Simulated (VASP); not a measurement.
Shape and ions are relaxed at each volume.

Energy against volume of Tm (hcp). All values below come from AM05 GGA, VASP's PBE PAW potentials (set 64) (plane waves; VASP).

The 4f electrons are frozen in the core of the lanthanide potential, so 4f levels, which can set the real gap, and their magnetism are missing.

```json
[
 {"V (Å³/atom)": "27.200", "E (eV/atom)": "-4.66364"},
 {"V (Å³/atom)": "28.068", "E (eV/atom)": "-4.67759"},
 {"V (Å³/atom)": "28.936", "E (eV/atom)": "-4.68302"},
 {"V (Å³/atom)": "29.804", "E (eV/atom)": "-4.68070"},
 {"V (Å³/atom)": "30.672", "E (eV/atom)": "-4.67143"}
]
```

**Question.** Fit a third-order Birch-Murnaghan equation of state.

**Answer.** 
```json
{
 "volume_per_atom": "29.10 Å³/atom",
 "bulk_modulus": "468 kbar",
 "pressure_derivative_of_the_bulk_modulus": "2.41"
}
```

Measured: bulk modulus 44.5 GPa (computed value off by +5.2 %), as given by Wikipedia, Thulium (infobox). The calculation is for a static lattice, while the measured bulk modulus holds thermal and zero-point effects, which are part of the difference.

The compound is Tm in the hcp structure. It was relaxed first.
